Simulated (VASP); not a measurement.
**LiCl: exact exchange and RPA correlation**

Wanted: where the RPA puts the energy minimum of LiCl. The scan starts from a database cell, scaled to the smallest volume of the series. The cell is of the rock-salt type, one of the forms listed for this formula. The start is a cell from a database of measured crystal structures.

Program: VASP 6.6.1. Level of theory: PBE; plane waves and PAW (Cl_GW, Li_GW), in the first sound run; inputs show where later runs differ. Results are calculated unless marked as measured.

Report form: the programs' logs are mostly left out.

The database entry behind the starting cell differs from later determinations by our own check (0.1 to 0.3 % short, probably kX units), so it need not match the best structure at ambient conditions.

## (1) Set-up

Symmetry: Fm-3m, No. 225, cubic system. Conventional cell: a = 5.025 Å, b = 5.025 Å, c = 5.025 Å, α = 90.00°, β = 90.00°, γ = 90.00°. Nearest to Cl lie 6 Li at 2.51 Å. Nearest to Li lie 6 Cl at 2.51 Å. Farther neighbours and most contacts between anions are not listed.

## (2) Orbitals, volume ratio 0.94

RPA gives no stress here, so the energy is scanned over volumes, at one cutoff and mesh. Volumes are given as ratios to a reference cell, and this first cell is that cell scaled to 0.94. Each point starts from PBE orbitals, tightly converged.

INCAR reads:

```
SYSTEM = LiCl
PREC = Accurate
ENCUT = 300
EDIFF = 1E-08
NELM = 100
ISMEAR = 0
SIGMA = 0.05
LREAL = .FALSE.
ALGO = Normal
GGA = PE
NBANDS = 10
LORBIT = 11
LWAVE = .TRUE.
LCHARG = .FALSE.
KPAR = 8
```

POSCAR reads:

```
LiCl
1.0
    0.0000000000      2.5124130641      2.5124130641
    2.5124130641      0.0000000000      2.5124130641
    2.5124130641      2.5124130641      0.0000000000
Cl Li
1 1
Direct
    0.5000000000      0.5000000000      0.5000000000
    0.0000000000      0.0000000000      0.0000000000
```

KPOINTS reads:

```
Automatic mesh
0
Gamma
4 4 4
0 0 0
```

The projector-augmented-wave data sets are Cl_GW and Li_GW (PBE family, release 64).

Run with:

```sh
mpirun -np 8 vasp_std
```

It took 2 s on 8 MPI ranks of AMD EPYC 7R43, shared host; peak memory 0.63 GiB.

The gap is read on the k-mesh alone, so it is an upper bound where the band edges lie off the mesh.

A gap read on the k-mesh alone can miss the band edges.

This step gave:

* free energy (TOTEN): -7.344 eV
* Fermi energy: -0.279 eV
* pressure: 2.600 GPa
* gap on the k-mesh: 6.689 eV
* least direct gap on the k-mesh: 6.689 eV

## (3) Exact exchange, volume ratio 0.94

This step: Hartree-Fock energy on PBE orbitals; plane waves and PAW (Cl_GW, Li_GW) (VASP 6.6.1).

The Hartree-Fock energy is evaluated once on these orbitals (ALGO = Eigenval, NELM = 1), without letting them relax. It uses the mesh of the correlation step, and the total energy is their sum.

INCAR reads:

```
SYSTEM = LiCl
PREC = Accurate
ENCUT = 300
ISMEAR = 0
SIGMA = 0.05
LREAL = .FALSE.
GGA = PE
NBANDS = 10
ALGO = Eigenval
NELM = 1
LHFCALC = .TRUE.
AEXX = 1
ALDAC = 0
AGGAC = 0
PRECFOCK = Normal
LWAVE = .FALSE.
LCHARG = .FALSE.
```

POSCAR is that of step 2.

KPOINTS is that of step 2.

The WAVECAR or CHGCAR of an earlier step is read.

Run with:

```sh
mpirun -np 8 vasp_std
```

Run time: 5 s. Hardware: 8 MPI ranks; peak memory 0.55 GiB; 33 s of CPU time.

The k-mesh is coarse for unscreened exact exchange, which converges slowly with it.

Numbers from this step:

```
free energy (TOTEN) : -12.52 eV
```

The Hartree-Fock energy on these orbitals is -6.2622 eV an atom.

## (4) Empty bands, volume ratio 0.94

This step: PBE; plane waves and PAW (Cl_GW, Li_GW) (VASP 6.6.1).

ALGO = Exact makes the empty bands from the converged ground state in one step. LOPTICS writes the k-derivatives of the orbitals (WAVEDER), which give the long-wavelength limit of the screening.

INCAR reads:

```
SYSTEM = LiCl
PREC = Accurate
ENCUT = 300
ISMEAR = 0
SIGMA = 0.05
LREAL = .FALSE.
GGA = PE
NBANDS = 384
ALGO = Exact
NELM = 1
LWAVE = .TRUE.
LCHARG = .FALSE.
LOPTICS = .TRUE.
NEDOS = 1000
CSHIFT = 0.1
```

POSCAR is that of step 3.

KPOINTS is that of step 3.

Run with:

```sh
mpirun -np 8 vasp_std
```

Wall time 2.6 s (8 MPI ranks); peak memory 0.61 GiB.

WAVECAR now holds 384 bands for 8 electrons. Its independent-particle dielectric tensor has xx, yy, zz = 3.4, 3.4, 3.4 on this mesh, which isn't tested for convergence in mesh or bands and lacks local fields.

## (5) RPA correlation, volume ratio 0.94

This step: RPA correlation on PBE orbitals; plane waves and PAW (Cl_GW, Li_GW) (VASP 6.6.1).

The RPA correlation energy follows from the response function on imaginary frequencies; VASP computes it for a row of response cutoffs and extrapolates.

INCAR reads:

```
SYSTEM = LiCl
PREC = Accurate
ENCUT = 300
ISMEAR = 0
SIGMA = 0.05
LREAL = .FALSE.
GGA = PE
NBANDS = 384
ALGO = ACFDT
ENCUTGW = 200
NOMEGA = 12
PRECFOCK = Fast
LWAVE = .FALSE.
LCHARG = .FALSE.
```

POSCAR is that of step 4.

KPOINTS is that of step 4.

Run with:

```sh
mpirun -np 8 vasp_std
```

Elapsed: 30 s, on 8 MPI ranks; peak memory 0.93 GiB; 3.8 min of CPU time.

This step gave:

```yaml
rpa_correlation_energy: -11.75 eV
```

Extrapolated by the program to an infinite response cutoff, the correlation energy is -5.8759 eV an atom. With exact exchange the total is -12.1380 eV an atom.

## (6) Comparison: r2SCAN, volume ratio 0.94

This step: r2SCAN; plane waves and PAW (Cl_GW, Li_GW) (VASP 6.6.1).

For comparison the same cell is computed with r2SCAN.

INCAR reads:

```
SYSTEM = LiCl
PREC = Accurate
ENCUT = 300
EDIFF = 1E-06
NELM = 100
ISMEAR = 0
SIGMA = 0.05
LREAL = .FALSE.
ALGO = Normal
METAGGA = R2SCAN
LASPH = .TRUE.
NBANDS = 10
LWAVE = .FALSE.
LCHARG = .FALSE.
KPAR = 8
```

POSCAR is that of step 5.

KPOINTS is that of step 5.

Run with:

```sh
mpirun -np 8 vasp_std
```

Wall time 8.6 s (8 MPI ranks); peak memory 0.71 GiB.

The PAW data sets were made with PBE, which is usual practice but a small mismatch for other functionals.

Numbers from this step:

* free energy (TOTEN): -12.48 eV
* Fermi energy: -0.6609 eV
* pressure: 1.873 GPa
* gap on the k-mesh: 7.607 eV
* least direct gap on the k-mesh: 7.622 eV

Its energy is -6.2398 eV an atom, on a zero of its own.

## (7) Orbitals for comparison: HSE06, volume ratio 0.94

This step: PBE; plane waves and PAW (Cl_GW, Li_GW) (VASP 6.6.1).

A hybrid converges faster from good orbitals, so a cheap PBE run writes WAVECAR first.

INCAR reads:

```
SYSTEM = LiCl
PREC = Accurate
ENCUT = 300
EDIFF = 1E-05
NELM = 100
ISMEAR = 0
SIGMA = 0.05
LREAL = .FALSE.
ALGO = Normal
GGA = PE
NBANDS = 10
LORBIT = 11
LWAVE = .TRUE.
LCHARG = .FALSE.
KPAR = 8
```

POSCAR is that of step 6.

KPOINTS is that of step 6.

Run with:

```sh
mpirun -np 8 vasp_std
```

Run time: 1.8 s. Hardware: 8 MPI ranks; peak memory 0.69 GiB.

Numbers from this step:

| Property | Result |
| --- | --- |
| free energy (TOTEN) | -7.344 eV |
| Fermi energy | -0.2787 eV |
| pressure | 2.616 GPa |
| gap on the k-mesh | 6.689 eV |
| least direct gap on the k-mesh | 6.689 eV |

The run ends at a pressure of 2.62 GPa.

## (8) Comparison: HSE06, volume ratio 0.94

This step: HSE06; plane waves and PAW (Cl_GW, Li_GW) (VASP 6.6.1).

For comparison the same cell is computed with HSE06.

INCAR reads:

```
SYSTEM = LiCl
PREC = Accurate
ENCUT = 300
EDIFF = 1E-06
NELM = 100
ISMEAR = 0
SIGMA = 0.05
LREAL = .FALSE.
ALGO = Normal
LHFCALC = .TRUE.
AEXX = 0.25
GGA = PE
HFSCREEN = 0.2
LASPH = .TRUE.
NBANDS = 10
PRECFOCK = Fast
LWAVE = .FALSE.
LCHARG = .FALSE.
KPAR = 8
```

POSCAR is that of step 7.

KPOINTS is that of step 7.

The run starts from files that an earlier step left in the folder.

Run with:

```sh
mpirun -np 8 vasp_std
```

Wall time 13 s (8 MPI ranks); peak memory 1.4 GiB; 98 s of CPU time.

The k-mesh is coarse for exact exchange; levels may shift by about 0.1 eV on a finer one.

Numbers from this step:

- free energy (TOTEN): -8.440 eV
- Fermi energy: -1.224 eV
- gap on the k-mesh: 8.129 eV
- least direct gap on the k-mesh: 8.129 eV

Its energy is -4.2202 eV an atom, on a zero of its own.

## (9) Orbitals, volume ratio 0.97

This step: PBE; plane waves and PAW (Cl_GW, Li_GW) (VASP 6.6.1).

The same chain follows at a volume ratio of 0.97.

INCAR reads:

```
SYSTEM = LiCl
PREC = Accurate
ENCUT = 300
EDIFF = 1E-08
NELM = 100
ISMEAR = 0
SIGMA = 0.05
LREAL = .FALSE.
ALGO = Normal
GGA = PE
NBANDS = 10
LORBIT = 11
LWAVE = .TRUE.
LCHARG = .FALSE.
KPAR = 8
```

POSCAR reads:

```
LiCl
1.0
    0.0000000000      2.5388614610      2.5388614610
    2.5388614610      0.0000000000      2.5388614610
    2.5388614610      2.5388614610      0.0000000000
Cl Li
1 1
Direct
    0.5000000000      0.5000000000      0.5000000000
    0.0000000000      0.0000000000      0.0000000000
```

KPOINTS is that of step 8.

Run with:

```sh
mpirun -np 8 vasp_std
```

It took 2 s on 8 MPI ranks; peak memory 0.64 GiB; 9 s of CPU time.

The run ends at a pressure of 1.29 GPa.

## (10) Exact exchange, volume ratio 0.97

This step: Hartree-Fock energy on PBE orbitals; plane waves and PAW (Cl_GW, Li_GW) (VASP 6.6.1).

Exact exchange at this point.

INCAR reads:

```
SYSTEM = LiCl
PREC = Accurate
ENCUT = 300
ISMEAR = 0
SIGMA = 0.05
LREAL = .FALSE.
GGA = PE
NBANDS = 10
ALGO = Eigenval
NELM = 1
LHFCALC = .TRUE.
AEXX = 1
ALDAC = 0
AGGAC = 0
PRECFOCK = Normal
LWAVE = .FALSE.
LCHARG = .FALSE.
```

POSCAR is that of step 9.

KPOINTS is that of step 9.

The WAVECAR or CHGCAR of an earlier step is read.

Run with:

```sh
mpirun -np 8 vasp_std
```

Elapsed: 5.4 s, on 8 MPI ranks; peak memory 0.57 GiB.

The Hartree-Fock energy on these orbitals is -6.2772 eV an atom.

## (11) Empty bands, volume ratio 0.97

This step: PBE; plane waves and PAW (Cl_GW, Li_GW) (VASP 6.6.1).

The empty bands are made again, for the run that follows.

INCAR reads:

```
SYSTEM = LiCl
PREC = Accurate
ENCUT = 300
ISMEAR = 0
SIGMA = 0.05
LREAL = .FALSE.
GGA = PE
NBANDS = 392
ALGO = Exact
NELM = 1
LWAVE = .TRUE.
LCHARG = .FALSE.
LOPTICS = .TRUE.
NEDOS = 1000
CSHIFT = 0.1
```

POSCAR is that of step 10.

KPOINTS is that of step 10.

Run with:

```sh
mpirun -np 8 vasp_std
```

Elapsed: 2.6 s, on 8 MPI ranks; peak memory 0.63 GiB.

WAVECAR now holds 392 bands for 8 electrons.

## (12) RPA correlation, volume ratio 0.97

This step: RPA correlation on PBE orbitals; plane waves and PAW (Cl_GW, Li_GW) (VASP 6.6.1).

RPA correlation at this point.

INCAR reads:

```
SYSTEM = LiCl
PREC = Accurate
ENCUT = 300
ISMEAR = 0
SIGMA = 0.05
LREAL = .FALSE.
GGA = PE
NBANDS = 392
ALGO = ACFDT
ENCUTGW = 200
NOMEGA = 12
PRECFOCK = Fast
LWAVE = .FALSE.
LCHARG = .FALSE.
```

POSCAR is that of step 11.

KPOINTS is that of step 11.

Run with:

```sh
mpirun -np 8 vasp_std
```

Elapsed: 38 s, on 8 MPI ranks; peak memory 0.94 GiB; 4.9 min of CPU time.

Extrapolated by the program to an infinite response cutoff, the correlation energy is -5.8642 eV an atom, +12 meV against the point before. With exact exchange the total is -12.1414 eV an atom.

## (13) Comparison: r2SCAN, volume ratio 0.97

This step: r2SCAN; plane waves and PAW (Cl_GW, Li_GW) (VASP 6.6.1).

The comparison at this point.

INCAR reads:

```
SYSTEM = LiCl
PREC = Accurate
ENCUT = 300
EDIFF = 1E-06
NELM = 100
ISMEAR = 0
SIGMA = 0.05
LREAL = .FALSE.
ALGO = Normal
METAGGA = R2SCAN
LASPH = .TRUE.
NBANDS = 10
LWAVE = .FALSE.
LCHARG = .FALSE.
KPAR = 8
```

POSCAR is that of step 12.

KPOINTS is that of step 12.

Run with:

```sh
mpirun -np 8 vasp_std
```

Elapsed: 8.4 s, on 8 MPI ranks; peak memory 0.65 GiB.

Its energy is -6.2447 eV an atom, on a zero of its own.

## (14) Orbitals for comparison: HSE06, volume ratio 0.97

This step: PBE; plane waves and PAW (Cl_GW, Li_GW) (VASP 6.6.1).

Starting orbitals, as before.

INCAR reads:

```
SYSTEM = LiCl
PREC = Accurate
ENCUT = 300
EDIFF = 1E-05
NELM = 100
ISMEAR = 0
SIGMA = 0.05
LREAL = .FALSE.
ALGO = Normal
GGA = PE
NBANDS = 10
LORBIT = 11
LWAVE = .TRUE.
LCHARG = .FALSE.
KPAR = 8
```

POSCAR is that of step 13.

KPOINTS is that of step 13.

Run with:

```sh
mpirun -np 8 vasp_std
```

The job ended after 1.8 s (8 MPI ranks; peak memory 0.68 GiB; 8.1 s of CPU time).

The run ends at a pressure of 1.31 GPa.

## (15) Comparison: HSE06, volume ratio 0.97

This step: HSE06; plane waves and PAW (Cl_GW, Li_GW) (VASP 6.6.1).

INCAR reads:

```
SYSTEM = LiCl
PREC = Accurate
ENCUT = 300
EDIFF = 1E-06
NELM = 100
ISMEAR = 0
SIGMA = 0.05
LREAL = .FALSE.
ALGO = Normal
LHFCALC = .TRUE.
AEXX = 0.25
GGA = PE
HFSCREEN = 0.2
LASPH = .TRUE.
NBANDS = 10
PRECFOCK = Fast
LWAVE = .FALSE.
LCHARG = .FALSE.
KPAR = 8
```

POSCAR is that of step 14.

KPOINTS is that of step 14.

The WAVECAR or CHGCAR of an earlier step is read.

Run with:

```sh
mpirun -np 8 vasp_std
```

It took 13 s on 8 MPI ranks; peak memory 1.4 GiB; 100 s of CPU time.

Its energy is -4.2252 eV an atom, on a zero of its own.

## (16) Orbitals, volume ratio 1

This step: PBE; plane waves and PAW (Cl_GW, Li_GW) (VASP 6.6.1).

The same chain follows at a volume ratio of 1.

INCAR reads:

```
SYSTEM = LiCl
PREC = Accurate
ENCUT = 300
EDIFF = 1E-08
NELM = 100
ISMEAR = 0
SIGMA = 0.05
LREAL = .FALSE.
ALGO = Normal
GGA = PE
NBANDS = 10
LORBIT = 11
LWAVE = .TRUE.
LCHARG = .FALSE.
KPAR = 8
```

POSCAR reads:

```
LiCl
1.0
    0.0000000000      2.5647700000      2.5647700000
    2.5647700000      0.0000000000      2.5647700000
    2.5647700000      2.5647700000      0.0000000000
Cl Li
1 1
Direct
    0.5000000000      0.5000000000      0.5000000000
    0.0000000000      0.0000000000      0.0000000000
```

KPOINTS is that of step 15.

Run with:

```sh
mpirun -np 8 vasp_std
```

It took 2 s on 8 MPI ranks; peak memory 0.69 GiB; 9.7 s of CPU time.

The run ends at a pressure of 0.20 GPa.

## (17) Exact exchange, volume ratio 1

This step: Hartree-Fock energy on PBE orbitals; plane waves and PAW (Cl_GW, Li_GW) (VASP 6.6.1).

INCAR reads:

```
SYSTEM = LiCl
PREC = Accurate
ENCUT = 300
ISMEAR = 0
SIGMA = 0.05
LREAL = .FALSE.
GGA = PE
NBANDS = 10
ALGO = Eigenval
NELM = 1
LHFCALC = .TRUE.
AEXX = 1
ALDAC = 0
AGGAC = 0
PRECFOCK = Normal
LWAVE = .FALSE.
LCHARG = .FALSE.
```

POSCAR is that of step 16.

KPOINTS is that of step 16.

The run starts from files that an earlier step left in the folder.

Run with:

```sh
mpirun -np 8 vasp_std
```

It took 5 s on 8 MPI ranks; peak memory 0.55 GiB.

The Hartree-Fock energy on these orbitals is -6.2878 eV an atom.

## (18) Empty bands, volume ratio 1

This step: PBE; plane waves and PAW (Cl_GW, Li_GW) (VASP 6.6.1).

INCAR reads:

```
SYSTEM = LiCl
PREC = Accurate
ENCUT = 300
ISMEAR = 0
SIGMA = 0.05
LREAL = .FALSE.
GGA = PE
NBANDS = 408
ALGO = Exact
NELM = 1
LWAVE = .TRUE.
LCHARG = .FALSE.
LOPTICS = .TRUE.
NEDOS = 1000
CSHIFT = 0.1
```

POSCAR is that of step 17.

KPOINTS is that of step 17.

Run with:

```sh
mpirun -np 8 vasp_std
```

The job ended after 2.8 s (8 MPI ranks; peak memory 0.66 GiB; 15 s of CPU time).

WAVECAR now holds 408 bands for 8 electrons.

## (19) RPA correlation, volume ratio 1

This step: RPA correlation on PBE orbitals; plane waves and PAW (Cl_GW, Li_GW) (VASP 6.6.1).

INCAR reads:

```
SYSTEM = LiCl
PREC = Accurate
ENCUT = 300
ISMEAR = 0
SIGMA = 0.05
LREAL = .FALSE.
GGA = PE
NBANDS = 408
ALGO = ACFDT
ENCUTGW = 200
NOMEGA = 12
PRECFOCK = Fast
LWAVE = .FALSE.
LCHARG = .FALSE.
```

POSCAR is that of step 18.

KPOINTS is that of step 18.

Run with:

```sh
mpirun -np 8 vasp_std
```

The job ended after 41 s (8 MPI ranks; peak memory 1 GiB; 5.4 min of CPU time).

Extrapolated by the program to an infinite response cutoff, the correlation energy is -5.8544 eV an atom, +10 meV against the point before. With exact exchange the total is -12.1423 eV an atom.

## (20) Comparison: r2SCAN, volume ratio 1

This step: r2SCAN; plane waves and PAW (Cl_GW, Li_GW) (VASP 6.6.1).

INCAR reads:

```
SYSTEM = LiCl
PREC = Accurate
ENCUT = 300
EDIFF = 1E-06
NELM = 100
ISMEAR = 0
SIGMA = 0.05
LREAL = .FALSE.
ALGO = Normal
METAGGA = R2SCAN
LASPH = .TRUE.
NBANDS = 10
LWAVE = .FALSE.
LCHARG = .FALSE.
KPAR = 8
```

POSCAR is that of step 19.

KPOINTS is that of step 19.

Run with:

```sh
mpirun -np 8 vasp_std
```

It took 6.6 s on 8 MPI ranks; peak memory 0.71 GiB; 46 s of CPU time.

Its energy is -6.2460 eV an atom, on a zero of its own.

## (21) Orbitals for comparison: HSE06, volume ratio 1

This step: PBE; plane waves and PAW (Cl_GW, Li_GW) (VASP 6.6.1).

INCAR reads:

```
SYSTEM = LiCl
PREC = Accurate
ENCUT = 300
EDIFF = 1E-05
NELM = 100
ISMEAR = 0
SIGMA = 0.05
LREAL = .FALSE.
ALGO = Normal
GGA = PE
NBANDS = 10
LORBIT = 11
LWAVE = .TRUE.
LCHARG = .FALSE.
KPAR = 8
```

POSCAR is that of step 20.

KPOINTS is that of step 20.

Run with:

```sh
mpirun -np 8 vasp_std
```

Run time: 1.8 s. Hardware: 8 MPI ranks; peak memory 0.68 GiB; 8.1 s of CPU time.

The run ends at a pressure of 0.21 GPa.

## (22) Comparison: HSE06, volume ratio 1

This step: HSE06; plane waves and PAW (Cl_GW, Li_GW) (VASP 6.6.1).

INCAR reads:

```
SYSTEM = LiCl
PREC = Accurate
ENCUT = 300
EDIFF = 1E-06
NELM = 100
ISMEAR = 0
SIGMA = 0.05
LREAL = .FALSE.
ALGO = Normal
LHFCALC = .TRUE.
AEXX = 0.25
GGA = PE
HFSCREEN = 0.2
LASPH = .TRUE.
NBANDS = 10
PRECFOCK = Fast
LWAVE = .FALSE.
LCHARG = .FALSE.
KPAR = 8
```

POSCAR is that of step 21.

KPOINTS is that of step 21.

The WAVECAR or CHGCAR of an earlier step is read.

Run with:

```sh
mpirun -np 8 vasp_std
```

Run time: 11 s. Hardware: 8 MPI ranks; peak memory 1.4 GiB.

Its energy is -4.2267 eV an atom, on a zero of its own.

## (23) Orbitals, volume ratio 1.03

This step: PBE; plane waves and PAW (Cl_GW, Li_GW) (VASP 6.6.1).

The same chain follows at a volume ratio of 1.03.

INCAR reads:

```
SYSTEM = LiCl
PREC = Accurate
ENCUT = 300
EDIFF = 1E-08
NELM = 100
ISMEAR = 0
SIGMA = 0.05
LREAL = .FALSE.
ALGO = Normal
GGA = PE
NBANDS = 10
LORBIT = 11
LWAVE = .TRUE.
LCHARG = .FALSE.
KPAR = 8
```

POSCAR reads:

```
LiCl
1.0
    0.0000000000      2.5901654140      2.5901654140
    2.5901654140      0.0000000000      2.5901654140
    2.5901654140      2.5901654140      0.0000000000
Cl Li
1 1
Direct
    0.5000000000      0.5000000000      0.5000000000
    0.0000000000      0.0000000000      0.0000000000
```

KPOINTS is that of step 22.

Run with:

```sh
mpirun -np 8 vasp_std
```

Run time: 2.6 s. Hardware: 8 MPI ranks; peak memory 0.78 GiB; 14 s of CPU time.

The run ends at a pressure of -0.74 GPa.

## (24) Exact exchange, volume ratio 1.03

This step: Hartree-Fock energy on PBE orbitals; plane waves and PAW (Cl_GW, Li_GW) (VASP 6.6.1).

INCAR reads:

```
SYSTEM = LiCl
PREC = Accurate
ENCUT = 300
ISMEAR = 0
SIGMA = 0.05
LREAL = .FALSE.
GGA = PE
NBANDS = 10
ALGO = Eigenval
NELM = 1
LHFCALC = .TRUE.
AEXX = 1
ALDAC = 0
AGGAC = 0
PRECFOCK = Normal
LWAVE = .FALSE.
LCHARG = .FALSE.
```

POSCAR is that of step 23.

KPOINTS is that of step 23.

The run starts from files that an earlier step left in the folder.

Run with:

```sh
mpirun -np 8 vasp_std
```

The job ended after 4.4 s (8 MPI ranks; peak memory 0.55 GiB; 29 s of CPU time).

The Hartree-Fock energy on these orbitals is -6.2945 eV an atom.

## (25) Empty bands, volume ratio 1.03

This step: PBE; plane waves and PAW (Cl_GW, Li_GW) (VASP 6.6.1).

INCAR reads:

```
SYSTEM = LiCl
PREC = Accurate
ENCUT = 300
ISMEAR = 0
SIGMA = 0.05
LREAL = .FALSE.
GGA = PE
NBANDS = 408
ALGO = Exact
NELM = 1
LWAVE = .TRUE.
LCHARG = .FALSE.
LOPTICS = .TRUE.
NEDOS = 1000
CSHIFT = 0.1
```

POSCAR is that of step 24.

KPOINTS is that of step 24.

Run with:

```sh
mpirun -np 8 vasp_std
```

It took 2.6 s on 8 MPI ranks; peak memory 0.66 GiB.

## (26) RPA correlation, volume ratio 1.03

This step: RPA correlation on PBE orbitals; plane waves and PAW (Cl_GW, Li_GW) (VASP 6.6.1).

INCAR reads:

```
SYSTEM = LiCl
PREC = Accurate
ENCUT = 300
ISMEAR = 0
SIGMA = 0.05
LREAL = .FALSE.
GGA = PE
NBANDS = 408
ALGO = ACFDT
ENCUTGW = 200
NOMEGA = 12
PRECFOCK = Fast
LWAVE = .FALSE.
LCHARG = .FALSE.
```

POSCAR is that of step 25.

KPOINTS is that of step 25.

Run with:

```sh
mpirun -np 8 vasp_std
```

It took 32 s on 8 MPI ranks; peak memory 1 GiB; 4.2 min of CPU time.

Extrapolated by the program to an infinite response cutoff, the correlation energy is -5.8449 eV an atom, +10 meV against the point before. With exact exchange the total is -12.1394 eV an atom.

## (27) Comparison: r2SCAN, volume ratio 1.03

This step: r2SCAN; plane waves and PAW (Cl_GW, Li_GW) (VASP 6.6.1).

INCAR reads:

```
SYSTEM = LiCl
PREC = Accurate
ENCUT = 300
EDIFF = 1E-06
NELM = 100
ISMEAR = 0
SIGMA = 0.05
LREAL = .FALSE.
ALGO = Normal
METAGGA = R2SCAN
LASPH = .TRUE.
NBANDS = 10
LWAVE = .FALSE.
LCHARG = .FALSE.
KPAR = 8
```

POSCAR is that of step 26.

KPOINTS is that of step 26.

Run with:

```sh
mpirun -np 8 vasp_std
```

Elapsed: 9.6 s, on 8 MPI ranks; peak memory 0.81 GiB.

Its energy is -6.2441 eV an atom, on a zero of its own.

## (28) Orbitals for comparison: HSE06, volume ratio 1.03

This step: PBE; plane waves and PAW (Cl_GW, Li_GW) (VASP 6.6.1).

INCAR reads:

```
SYSTEM = LiCl
PREC = Accurate
ENCUT = 300
EDIFF = 1E-05
NELM = 100
ISMEAR = 0
SIGMA = 0.05
LREAL = .FALSE.
ALGO = Normal
GGA = PE
NBANDS = 10
LORBIT = 11
LWAVE = .TRUE.
LCHARG = .FALSE.
KPAR = 8
```

POSCAR is that of step 27.

KPOINTS is that of step 27.

Run with:

```sh
mpirun -np 8 vasp_std
```

Wall time 2.2 s (8 MPI ranks); peak memory 0.78 GiB; 11 s of CPU time.

The run ends at a pressure of -0.72 GPa.

[end of part 1 of 2]

[Lines on the potential files, build, host, timing and source positions are cut from VASP's logs without a mark.]

[Logs are printed without paths, hosts, clocks, repeated set-up lines and the standing remarks that a program may print on its own settings, such as how far it seeks lower states.]

[Hosts, paths, dates, database ids (printed as entryN), source tags and the programs' standing remarks are cut or masked in the printed files.]

[Pressures printed for these runs are not shown converged in the cutoff: they can be off by several GPa and have the wrong sign.]
